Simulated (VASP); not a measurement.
**Lattice of MnO2 (Pyrolusite), functional by functional**

How much does the relaxed cell of MnO2 (Pyrolusite) depend on the functional? The starting structure is a measured crystal structure from the Crystallography Open Database. The first relaxation on each setting starts from this cell expanded by 3 % in volume.

Calculated with VASP 6.6.1; Kohn-Sham DFT with plane waves and PAW; PBEsol, LDA, PBE, PBEsol + D3(BJ), r2SCAN, PBEsol+U (Mn d 3.9 eV), LDA+U (Mn d 3.9 eV) and r2SCAN + rVV10.

## (1) Starting point

The structure is tetragonal, space group P4_2/mnm (No. 136). Conventional cell: a = 4.398 Å, b = 4.398 Å, c = 2.873 Å, α = 90.00°, β = 90.00°, γ = 90.00°. Mn has 6 O at 1.88 to 1.90 Å nearest. Nearest to O lie 3 Mn at 1.88 to 1.90 Å. Farther neighbours and most contacts between anions are not listed.

## (2) Relaxation with PBEsol

PBEsol restores the gradient expansion of exchange and is tuned for the cells of solids. This run starts from the cell of an earlier relaxation, which isn't shown; the restart sets up the plane waves anew.

The input, INCAR:

```
SYSTEM = MnO2
PREC = Accurate
ENCUT = 520
EDIFF = 1E-06
NELM = 100
ISMEAR = 0
SIGMA = 0.05
LREAL = .FALSE.
ALGO = Normal
GGA = PS
NBANDS = 34
ISPIN = 2
MAGMOM = 4 -4 0 0 0 0
LASPH = .TRUE.
LMAXMIX = 4
LORBIT = 11
LWAVE = .FALSE.
LCHARG = .FALSE.
KPAR = 8
IBRION = 2
NSW = 50
ISIF = 3
EDIFFG = -0.006
```

The input, POSCAR:

```
MnO2
1.0
    4.3756494774      0.0000000000      0.0000000000
    0.0000000000      4.3756494774      0.0000000000
    0.0000000000      0.0000000000      2.8321791155
Mn O
2 4
Direct
    0.5000000000      0.5000000000      0.5000000000
    0.0000000000      0.0000000000      0.0000000000
    0.8033672074      0.1966327926      0.5000000000
    0.6966327926      0.6966327926      0.0000000000
    0.1966327926      0.8033672074      0.5000000000
    0.3033672074      0.3033672074      0.0000000000
```

The input, KPOINTS:

```
Automatic mesh
0
Gamma
6 6 10
0 0 0
```

PAW data sets: Mn_pv and O (PBE family, release 64).

Started as:

```console
$ mpirun -np 8 vasp_std
```

Output:

```text
[banner, memory and clock lines left out]
running    8 mpi-ranks, on    1 nodes
 distrk:  each k-point on    1 cores,    8 groups
 distr:  one band on    1 cores,    1 groups

 POSCAR found type information on POSCAR MnO
 POSCAR found :  2 types and       6 ions
|                                                                             |
|           W    W    AA    RRRRR   N    N  II  N    N   GGGG   !!!           |
|           W    W   A  A   R    R  NN   N  II  NN   N  G    G  !!!           |
|           W    W  A    A  R    R  N N  N  II  N N  N  G       !!!           |
|           W WW W  AAAAAA  RRRRR   N  N N  II  N  N N  G  GGG   !            |
|           WW  WW  A    A  R   R   N   NN  II  N   NN  G    G                |
|           W    W  A    A  R    R  N    N  II  N    N   GGGG   !!!           |
|                                                                             |
|     For optimal performance we recommend to set                             |
|       NCORE = 2 up to number-of-cores-per-socket                            |
|     NCORE specifies how many cores store one orbital (NPAR=cpu/NCORE).      |
|     This setting can greatly improve the performance of VASP for DFT.       |
|     The default, NCORE=1 might be grossly inefficient on modern             |
|     multi-core architectures or massively parallel machines. Do your        |
|     Unfortunately you need to use the default for GW and RPA                |
|     calculations (for HF NCORE is supported but not extensively tested      |
|     yet).                                                                   |
|                                                                             |

|                                                                             |
|               ----> ADVICE to this user running VASP <----                  |
|                                                                             |
|     You enforced a specific xc type in the INCAR file but a different       |
|     [... a line on the potential file left out ...]
|     I HOPE YOU KNOW WHAT YOU ARE DOING!                                     |
|                                                                             |

 LDA part: xc-table for (Slater+PW92), standard interpolation
 POSCAR, INCAR and KPOINTS ok, starting setup
 FFT: planning ... GRIDC
 FFT: planning ... GRID_SOFT
 FFT: planning ... GRID
 WAVECAR not read
 entering main loop
       N       E                     dE             d eps       ncg     rms          rms(c)
DAV:   1     0.633044194681E+03    0.63304E+03   -0.27977E+04  8376   0.179E+03
DAV:   2    -0.409966753772E+01   -0.63714E+03   -0.58346E+03  8842   0.517E+02
DAV:   3    -0.644231441101E+02   -0.60323E+02   -0.59054E+02  8544   0.171E+02
DAV:   4    -0.657360061536E+02   -0.13129E+01   -0.13077E+01  8844   0.258E+01
DAV:   5    -0.657517271242E+02   -0.15721E-01   -0.15712E-01  8804   0.303E+00    0.474E+01
DAV:   6    -0.603051608243E+02    0.54466E+01   -0.74479E+01  9384   0.105E+02    0.496E+01
DAV:   7    -0.530335175975E+02    0.72716E+01   -0.64499E+01  8448   0.110E+02    0.214E+01
DAV:   8    -0.512273221981E+02    0.18062E+01   -0.69419E+00  8502   0.242E+01    0.940E+00
DAV:   9    -0.505984881444E+02    0.62883E+00   -0.10597E+00 10366   0.141E+01    0.298E+00
DAV:  10    -0.506159901120E+02   -0.17502E-01   -0.26171E-01  8502   0.359E+00    0.185E+00
DAV:  11    -0.506112384423E+02    0.47517E-02   -0.21839E-02  8562   0.194E+00    0.954E-01
DAV:  12    -0.506087077619E+02    0.25307E-02   -0.79873E-03  9190   0.104E+00    0.388E-01
DAV:  13    -0.506081339363E+02    0.57383E-03   -0.95726E-04  9822   0.470E-01    0.142E-01
DAV:  14    -0.506079926515E+02    0.14128E-03   -0.43759E-04  8578   0.217E-01    0.494E-02
DAV:  15    -0.506079889669E+02    0.36846E-05   -0.89002E-05  8582   0.142E-01    0.359E-02
DAV:  16    -0.506079865670E+02    0.23999E-05   -0.40305E-05  8500   0.776E-02    0.114E-02
DAV:  17    -0.506079866992E+02   -0.13224E-06   -0.86515E-07  5044   0.117E-02
   1 F= -.50607987E+02 E0= -.50607384E+02  d E =-.506080E+02  mag=     0.0000
 curvature:   0.00 expect dE= 0.000E+00 dE for cont linesearch  0.000E+00
 trial: gam= 0.00000 g(F)=  0.268E-05 g(S)=  0.135E-04 ort = 0.000E+00 (trialstep = 0.100E+01)
 search vector abs. value=  0.161E-04
 reached required accuracy - stopping structural energy minimisation
```

Run time: 23 s. Hardware: 8 MPI ranks of Intel Xeon 6975P-C (Granite Rapids), shared host; peak memory 2.5 GiB.

Lines that name or quote the potential files are left out of all logs, and their timing lines are given in words.

Parts of OUTCAR (step 2):

```text
ion  position               nearest neighbor table
   1  0.500  0.500  0.500-   4 1.87   6 1.87   4 1.87   6 1.87   5 1.88   3 1.88
   2  0.000  0.000  0.000-   3 1.87   5 1.87   3 1.87   5 1.87   4 1.88   6 1.88
   3  0.803  0.197  0.500-   2 1.87   2 1.87   1 1.88
   4  0.697  0.697  0.000-   1 1.87   1 1.87   2 1.88
   5  0.197  0.803  0.500-   2 1.87   2 1.87   1 1.88
   6  0.303  0.303  0.000-   1 1.87   1 1.87   2 1.88

  LATTYP: Found a simple tetragonal cell.
 ALAT       =     4.3756494774
 C/A-ratio  =     0.6472591395

 Subroutine GETGRP returns: Found 16 space group operations
 (whereof  8 operations were pure point group operations)

The static configuration has the point symmetry D_2h.
 The point group associated with its full space group is D_4h.

 Found     60 irreducible k-points:

   k-points           NKPTS =     60   k-points in BZ     NKDIM =     60   number of bands    NBANDS=     34

   dimension x,y,z NGX =    36 NGY =   36 NGZ =   24
   dimension x,y,z NGXF=    72 NGYF=   72 NGZF=   48

   ENCUT  =  520.0 eV  38.22 Ry    6.18 a.u.   8.14  8.14  5.27*2*pi/ulx,y,z

   NELECT =      50.0000    total number of electrons

 k-points in reciprocal lattice and weights: Automatic mesh
   0.00000000  0.00000000  0.00000000       0.003
   0.16666667  0.00000000  0.00000000       0.011
   0.33333333  0.00000000  0.00000000       0.011
   0.50000000  0.00000000  0.00000000       0.006
   0.16666667  0.16666667  0.00000000       0.011
   0.33333333  0.16666667  0.00000000       0.022
   0.50000000  0.16666667  0.00000000       0.011
   0.33333333  0.33333333  0.00000000       0.011
   0.50000000  0.33333333  0.00000000       0.011
[...]
0.50000000  0.33333333  0.50000000       0.011
   0.50000000  0.50000000  0.50000000       0.003

 average (electrostatic) potential at core
       1 -70.1289       2 -70.1289       3 -69.8073       4 -69.8073       5 -69.8073
       6 -69.8073

 E-fermi :   5.5860

 spin component 1
 k-point     1 :       0.0000    0.0000    0.0000
  band No.  band energies     occupation
    ...
     22       4.0212      1.00000
     23       4.3571      1.00000
     24       4.4080      1.00000
     25       5.0997      1.00000
     26       5.2512      1.00000
     27       5.8282      0.00000
     28       6.7456      0.00000
     29       7.5263      0.00000
     30       8.8113      0.00000
     31       9.5116      0.00000
    ...

 k-point     2 :       0.1667    0.0000    0.0000
  band No.  band energies     occupation
    ...
     21       3.5844      1.00000
     22       4.0359      1.00000
     23       4.0612      1.00000
     24       4.5271      1.00000
     25       5.0442      1.00000
     26       5.7197      0.00008
     27       6.0397      0.00000
     28       6.9530      0.00000
     29       7.4766      0.00000
     30       8.6919      0.00000
    ...

 k-point     3 :       0.3333    0.0000    0.0000
  band No.  band energies     occupation
    ...
     21       3.5760      1.00000
     22       3.9349      1.00000
     23       4.2873      1.00000
     24       4.3715      1.00000
     25       5.0779      1.00000
     26       6.1405      0.00000
     27       6.4521      0.00000
     28       7.3422      0.00000
     29       7.6009      0.00000
     30       8.4104      0.00000
    ...

 k-point     4 :       0.5000    0.0000    0.0000
  band No.  band energies     occupation
    ...
     21       3.6792      1.00000
     22       4.0192      1.00000
     23       4.0884      1.00000
     24       4.4066      1.00000
     25       5.1388      1.00000
     26       6.2561      0.00000
     27       6.6754      0.00000
     28       7.2937      0.00000
     29       8.0736      0.00000
     30       8.2342      0.00000
    ...

 k-point     5 :       0.1667    0.1667    0.0000
  band No.  band energies     occupation
    ...
     22       3.4903      1.00000
     23       3.8563      1.00000
     24       4.6927      1.00000
     25       5.0479      1.00000
     26       5.4152      1.00000
     27       6.4664      0.00000
     28       7.2088      0.00000
     29       7.4694      0.00000
     30       8.4097      0.00000
     31       9.5051      0.00000
    ...

 k-point     6 :       0.3333    0.1667    0.0000
  band No.  band energies     occupation
    ...
     21       3.2907      1.00000
     22       3.8117      1.00000
     23       3.8517      1.00000
     24       4.2868      1.00000
     25       5.2724      1.00000
     26       5.7377      0.00001
     27       6.6882      0.00000
     28       7.4168      0.00000
     29       7.6543      0.00000
     30       8.2307      0.00000
    ...

  Total       -0.0286706     -0.0286706     -0.0054330      0.0000000      0.0000000      0.0000000
  in kB       -0.8471136     -0.8471136     -0.1605264      0.0000000      0.0000000      0.0000000
  external PRESSURE =      -0.6182512 kB  Pullay stress =       0.0000000 kB

  energy-cutoff  :      520.00
  volume of cell :       54.23
      direct lattice vectors                 reciprocal lattice vectors
     4.375649477  0.000000000  0.000000000     0.228537502  0.000000000  0.000000000
     0.000000000  4.375649477  0.000000000     0.000000000  0.228537502  0.000000000
     0.000000000  0.000000000  2.832179115     0.000000000  0.000000000  0.353085013

 POSITION                                       TOTAL-FORCE (eV/Angst)
 -----------------------------------------------------------------------------------
      2.18782      2.18782      1.41609         0.000000      0.000000      0.000000
      0.00000      0.00000      0.00000         0.000000      0.000000      0.000000
      3.51525      0.86040      1.41609        -0.002635      0.002635      0.000000
      3.04822      3.04822      0.00000         0.002635      0.002635      0.000000
      0.86040      3.51525      1.41609         0.002635     -0.002635      0.000000
      1.32743      1.32743      0.00000        -0.002635     -0.002635      0.000000
 -----------------------------------------------------------------------------------
    total drift:                                0.000000      0.000000      0.000000

  FREE ENERGIE OF THE ION-ELECTRON SYSTEM (eV)
  ---------------------------------------------------
  free  energy   TOTEN  =       -50.6079866992 eV

  energy  without entropy=      -50.6067812856  energy(sigma->0) =      -50.60738399

 reached required accuracy - stopping structural energy minimisation

 total charge
# of ion       s       p       d       tot
------------------------------------------
    1        0.369   6.498   4.963  11.829
    2        0.369   6.498   4.963  11.829
    3        1.565   3.450   0.000   5.014
    4        1.565   3.450   0.000   5.014
    5        1.565   3.450   0.000   5.014
    6        1.565   3.450   0.000   5.014
--------------------------------------------------
tot          6.996  26.794   9.925  43.715

 magnetization (x)
# of ion       s       p       d       tot
------------------------------------------
    1        0.012   0.020   2.394   2.426
    2       -0.012  -0.020  -2.394  -2.426
    3       -0.001  -0.046   0.000  -0.047
    4        0.001   0.046   0.000   0.047
    5       -0.001  -0.046   0.000  -0.047
    6        0.001   0.046   0.000   0.047
--------------------------------------------------
tot          0.000   0.000   0.000   0.000

[... 3 further parts left out ...]
```

CONTCAR:

```
MnO2
   1.00000000000000
     4.3756494773999997    0.0000000000000000    0.0000000000000000
     0.0000000000000000    4.3756494773999997    0.0000000000000000
     0.0000000000000000    0.0000000000000000    2.8321791154999998
  Mn              O
     2     4
Direct
     0.5000000000000000    0.5000000000000000    0.5000000000000000
     0.0000000000000000    0.0000000000000000    0.0000000000000000
     0.8033672074000009    0.1966327925999991    0.5000000000000000
     0.6966327925999991    0.6966327925999991    0.0000000000000000
     0.1966327925999991    0.8033672074000009    0.5000000000000000
     0.3033672074000009    0.3033672074000009    0.0000000000000000
```

The PAW data sets were made with PBE, which is usual practice but a small mismatch for other functionals. Oxides and halides of Mn are often magnetic insulators, and a metal at this level, without U or exact exchange, may be an artefact. The run keeps the 16 symmetry operations of its start, so it cannot find a distortion of lower symmetry.

With PBEsol the relaxed cell holds 9.038 Å³ an atom, -2.43 % against the measured cell, with a = 4.376 Å and c = 2.832 Å.

## (3) Relaxation with LDA

LDA, the lowest rung, knows the local density alone. This run starts from the cell of an earlier relaxation, which isn't shown; the restart sets up the plane waves anew.

Edit INCAR of step 2 so:

```diff
@@ -9,3 +9,3 @@
 ALGO = Normal
-GGA = PS
+GGA = CA
 NBANDS = 34
```

The input, POSCAR:

```
MnO2
1.0
    4.3329366989      0.0000000000      0.0000000000
    0.0000000000      4.3329366989      0.0000000000
    0.0000000000      0.0000000000      2.7837943356
Mn O
2 4
Direct
    0.5000000000      0.5000000000      0.5000000000
    0.0000000000      0.0000000000      0.0000000000
    0.8017430809      0.1982569191      0.5000000000
    0.6982569191      0.6982569191      0.0000000000
    0.1982569191      0.8017430809      0.5000000000
    0.3017430809      0.3017430809      0.0000000000
```

KPOINTS is that of step 2.

Potentials, in the order of the species: Mn_pv and O (LDA family, release 64).

Started as:

```console
$ mpirun -np 8 vasp_std
```

Output:

```text
[banner, memory and clock lines left out]
running    8 mpi-ranks, on    1 nodes
[...]
[... a notice as in an earlier step ...]

 LDA part: xc-table for (Slater(with rela. corr.)+CA(PZ))
 , standard interpolation
 POSCAR, INCAR and KPOINTS ok, starting setup
[...]
entering main loop
       N       E                     dE             d eps       ncg     rms          rms(c)
DAV:   1     0.636507973230E+03    0.63651E+03   -0.27778E+04  8296   0.181E+03
DAV:   2    -0.770657889520E+01   -0.64421E+03   -0.59024E+03  8872   0.524E+02
DAV:   3    -0.671690382691E+02   -0.59462E+02   -0.58251E+02  8524   0.172E+02
DAV:   4    -0.684226721868E+02   -0.12536E+01   -0.12451E+01  8780   0.255E+01
[...]
DAV:  15    -0.532627185629E+02    0.17263E-04   -0.15406E-04  8586   0.181E-01    0.336E-02
DAV:  16    -0.532627129808E+02    0.55822E-05   -0.18053E-05  8482   0.643E-02    0.937E-03
DAV:  17    -0.532627126714E+02    0.30938E-06   -0.21276E-06  6396   0.169E-02
   1 F= -.53262713E+02 E0= -.53260287E+02  d E =-.532627E+02  mag=    -0.0000
[...]
N       E                     dE             d eps       ncg     rms          rms(c)
DAV:   1    -0.532628372564E+02   -0.12428E-03   -0.36450E-03  8440   0.578E-01    0.125E-01
DAV:   2    -0.532628207026E+02    0.16554E-04   -0.62197E-04  8458   0.391E-01    0.121E-01
DAV:   3    -0.532627186080E+02    0.10209E-03   -0.16078E-04  9686   0.234E-01    0.384E-02
DAV:   4    -0.532627129535E+02    0.56545E-05   -0.77721E-05  8472   0.625E-02    0.178E-02
DAV:   5    -0.532627112424E+02    0.17111E-05   -0.42633E-06  7906   0.195E-02    0.795E-03
DAV:   6    -0.532627110580E+02    0.18441E-06   -0.12966E-06  4436   0.867E-03
   2 F= -.53262711E+02 E0= -.53260292E+02  d E =0.161340E-05  mag=    -0.0000
 trial-energy change:    0.000002  1 .order    0.000000   -0.000016    0.000017
 step:   0.4921(harm=  0.4921)  dis= 0.00007  next Energy=   -53.262717 (dE=-0.400E-05)
 reached required accuracy - stopping structural energy minimisation
```

Run time: 20 s. Hardware: 8 MPI ranks; peak memory 2.2 GiB.

OUTCAR, selected parts (step 3):

```text
  Total       -0.0229923     -0.0229923     -0.0291345     -0.0000000      0.0000000      0.0000000
  in kB       -0.7045195     -0.7045195     -0.8927240     -0.0000000      0.0000000      0.0000000
  external PRESSURE =      -0.7672544 kB  Pullay stress =       0.0000000 kB

 POSITION                                       TOTAL-FORCE (eV/Angst)
 -----------------------------------------------------------------------------------
      2.16663      2.16663      1.39233         0.000000      0.000000     -0.000000
      4.33326     -0.00000      2.78466         0.000000      0.000000     -0.000000
      3.47402      0.85923      1.39233         0.004068     -0.004068     -0.000000
      3.02586      3.02586      2.78466        -0.004068     -0.004068     -0.000000
      0.85923      3.47402      1.39233        -0.004068      0.004068     -0.000000
      1.30740      1.30740      0.00000         0.004068      0.004068      0.000000
 -----------------------------------------------------------------------------------
    total drift:                                0.000000      0.000000     -0.000000

  FREE ENERGIE OF THE ION-ELECTRON SYSTEM (eV)
  ---------------------------------------------------
  free  energy   TOTEN  =       -53.2627110580 eV

  energy  without entropy=      -53.2578726239  energy(sigma->0) =      -53.26029184

 magnetization (x)
# of ion       s       p       d       tot
------------------------------------------
    1        0.010   0.014   2.116   2.140
    2       -0.010  -0.014  -2.116  -2.140
    3       -0.000  -0.039   0.000  -0.040
    4        0.000   0.039   0.000   0.040
    5       -0.000  -0.039   0.000  -0.040
    6        0.000   0.039   0.000   0.040
--------------------------------------------------
tot          0.000   0.000   0.000   0.000

[... 2 parts as in an earlier step ...]

[... 2 further parts left out ...]
[key lines of the parts left out:]
E-fermi :   5.9236
```

With LDA the relaxed cell holds 8.715 Å³ an atom, -5.92 % against the measured cell, with a = 4.333 Å and c = 2.785 Å. That is -3.57 % from PBEsol.

[end of part 1 of 3]

[Lines on the potential files, build, host, timing and source positions are cut from VASP's logs without a mark.]

[Logs are printed without paths, hosts, clocks, repeated set-up lines and the standing remarks that a program may print on its own settings, such as how far it seeks lower states.]

[Hosts, paths, dates, database ids (printed as entryN), source tags and the programs' standing remarks are cut or masked in the printed files.]
